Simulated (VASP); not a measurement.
OSZICAR of a VASP run on Te2Pb (space group R-3m):

OSZICAR:
```
       N       E                     dE             d eps       ncg     rms          rms(c)
DAV:   1     0.178728207845E+03    0.17873E+03   -0.79562E+03   900   0.871E+02
DAV:   2     0.627103264993E+01   -0.17246E+03   -0.16877E+03  1032   0.289E+02
DAV:   3    -0.956932747220E+01   -0.15840E+02   -0.15582E+02  1118   0.103E+02
DAV:   4    -0.102020396328E+02   -0.63271E+00   -0.62939E+00  1146   0.263E+01
DAV:   5    -0.102221233994E+02   -0.20084E-01   -0.20070E-01  1240   0.399E+00    0.441E+00
DAV:   6    -0.101714193723E+02    0.50704E-01   -0.94373E-02  1124   0.367E+00    0.285E+00
DAV:   7    -0.101714293134E+02   -0.99410E-05   -0.29350E-02  1126   0.102E+00    0.161E+00
DAV:   8    -0.101733731323E+02   -0.19438E-02   -0.51975E-03  1110   0.545E-01    0.247E-01
DAV:   9    -0.101734146677E+02   -0.41535E-04   -0.95654E-04  1086   0.384E-01    0.116E-01
DAV:  10    -0.101735327128E+02   -0.11805E-03   -0.20459E-04  1046   0.814E-02    0.514E-02
DAV:  11    -0.101735669347E+02   -0.34222E-04   -0.26518E-05  1034   0.416E-02    0.186E-02
DAV:  12    -0.101735734592E+02   -0.65245E-05   -0.45142E-06   922   0.156E-02    0.675E-03
DAV:  13    -0.101735785233E+02   -0.50641E-05   -0.63695E-06   800   0.158E-02    0.219E-03
DAV:  14    -0.101735787102E+02   -0.18695E-06   -0.13907E-07   542   0.401E-03
   1 F= -.10173579E+02 E0= -.10108123E+02  d E =-.130912E+00  mag=     0.0000    -0.0000    -0.0000
```

Question: Which electronic solver shows in the log?

Answer: It is blocked Davidson (ALGO = Normal, or the opening steps of other solvers). The INCAR had ALGO = Normal.

Question: How was spin treated?

Answer: With non-collinear spinors: mag has three components.

Question: Can the final energy be trusted as converged?

Answer: The run converged. It stopped with EDIFF = 1E-6, NELM = 100 (PBE GGA with spin-orbit coupling, plane waves, VASP's PBE PAW potentials (set 64)).

The structure was generated: Te2Pb was put into an ordered model structure, which need not be its known phase. The cell was not relaxed at this level. The k-mesh is coarse (spacing up to 0.40 per Å, 2π included), so the numbers may not be converged in it. The run is one of a series of settings (GGA_COMPAT = .FALSE., LNONCOLLINEAR = .TRUE., LSORBIT = .TRUE., MAGMOM = 0.0 0.0 0.0 0.0 0.0 0.0 0.0 0.0 0.0, program vasp_ncl against the base run), some of them coarse on purpose.
